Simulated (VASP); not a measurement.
Computed with PBEsol GGA, VASP's PBE PAW potentials (set 64) (plane waves; VASP).

VASP input:

INCAR:
```
! general
SYSTEM  = PbO
PREC    = Accurate
ENCUT   = 580   ! plane-wave cut-off (eV)
LREAL   = .False.   ! projection in real space or not
LASPH   = .True.   ! aspherical one-centre terms

! electronic loop
EDIFF   = 1E-6   ! SCF stop (eV)
NELM    = 100   ! most electronic steps
ALGO    = Normal   ! blocked Davidson
LMAXMIX = 4

! smearing
ISMEAR  = 0   ! Gaussian
SIGMA   = 0.05   ! width (eV)

! functional
GGA     = PS   ! PBEsol

! ions
IBRION  = 2
NSW     = 60   ! most ionic steps
ISIF    = 3   ! ions, shape and volume
EDIFFG  = -0.02

! output
LWAVE   = .False.
LCHARG  = .False.
```

**POSCAR**
```
PbO
1.0
  3.9897546468   0.0000000000   0.0000000000
  0.0000000000   3.9897546468   0.0000000000
  0.0000000000   0.0000000000   5.0320870862
Pb O
2 2
Cart
  1.9948773234   0.0000000000   3.8460417839
  0.0000000000   1.9948773234   1.1860453023
  1.9948773234   1.9948773234   0.0000000000
  0.0000000000   0.0000000000   5.0320870862
```

File KPOINTS:
```
kpoints
0
G
  5 5 4
0 0 0
```

POTCAR, in this order: Pb_d O (PBE.64 set). Program: vasp_std.

What VASP printed:

**OSZICAR**
```
       N       E                     dE             d eps       ncg     rms          rms(c)
DAV:   1     0.465325762836E+03    0.46533E+03   -0.21506E+04   864   0.213E+03
DAV:   2     0.378063922052E+02   -0.42752E+03   -0.42070E+03   888   0.519E+02
DAV:   3    -0.245844389784E+02   -0.62391E+02   -0.60733E+02  1184   0.200E+02
DAV:   4    -0.268957746352E+02   -0.23113E+01   -0.23099E+01   928   0.434E+01
DAV:   5    -0.269842592765E+02   -0.88485E-01   -0.88476E-01  1224   0.842E+00    0.114E+01
DAV:   6    -0.231030474447E+02    0.38812E+01   -0.31968E+01  1392   0.440E+01    0.527E+00
DAV:   7    -0.229187603676E+02    0.18429E+00   -0.30111E+00  1128   0.131E+01    0.248E+00
DAV:   8    -0.229136184367E+02    0.51419E-02   -0.88843E-01  1216   0.673E+00    0.139E+00
DAV:   9    -0.228753126950E+02    0.38306E-01   -0.21273E-01  1352   0.392E+00    0.256E-01
DAV:  10    -0.228772747476E+02   -0.19621E-02   -0.18804E-02   928   0.827E-01    0.592E-02
DAV:  11    -0.228773334804E+02   -0.58733E-04   -0.20215E-03  1544   0.340E-01    0.770E-02
DAV:  12    -0.228772767395E+02    0.56741E-04   -0.18121E-04  1232   0.149E-01    0.497E-02
DAV:  13    -0.228772545942E+02    0.22145E-04   -0.33888E-04  1376   0.164E-01    0.175E-02
DAV:  14    -0.228772498534E+02    0.47408E-05   -0.58276E-05  1288   0.794E-02    0.208E-03
DAV:  15    -0.228772498869E+02   -0.33502E-07   -0.31977E-06   824   0.185E-02
   1 F= -.22877250E+02 E0= -.22877250E+02  d E =-.228772E+02
```

### OUTCAR
```
------------------------ aborting loop because EDIFF is reached ----------------------------------------
  FORCE on cell =-STRESS in cart. coord.  units (eV):
  Direction    XX          YY          ZZ          XY          YZ          ZX
  --------------------------------------------------------------------------------------
  Total       -0.0068552     -0.0068552      0.0073938      0.0000000      0.0000000      0.0000000
  in kB       -0.1371168     -0.1371168      0.1478895      0.0000000      0.0000000      0.0000000
  external PRESSURE =      -0.0421147 kB  Pullay stress =       0.0000000 kB
  volume of cell :       80.10
      direct lattice vectors                 reciprocal lattice vectors
     3.989754647  0.000000000  0.000000000     0.250641979  0.000000000  0.000000000
     0.000000000  3.989754647  0.000000000     0.000000000  0.250641979  0.000000000
     0.000000000  0.000000000  5.032087086     0.000000000  0.000000000  0.198724701
 POSITION                                       TOTAL-FORCE (eV/Angst)
 -----------------------------------------------------------------------------------
      1.99488      0.00000      3.84604        -0.000000      0.000000      0.014637
      0.00000      1.99488      1.18605         0.000000      0.000000     -0.014637
      1.99488      1.99488      0.00000        -0.000000     -0.000000      0.000000
      0.00000      0.00000      0.00000         0.000000      0.000000      0.000000
 -----------------------------------------------------------------------------------
    total drift:                                0.000000     -0.000000      0.000000
  FREE ENERGIE OF THE ION-ELECTRON SYSTEM (eV)
  ---------------------------------------------------
  free  energy   TOTEN  =       -22.8772498869 eV

  energy  without entropy=      -22.8772498869  energy(sigma->0) =      -22.87724989

 reached required accuracy - stopping structural energy minimisation
```
(Selected blocks of OUTCAR.)

Without a dispersion term in the relaxation, distances and binding between the weakly bound layers, chains or molecules are unreliable, and so is what depends on them.

The compound is PbO in the litharge structure. It was relaxed first. The start is the result of an earlier pass.
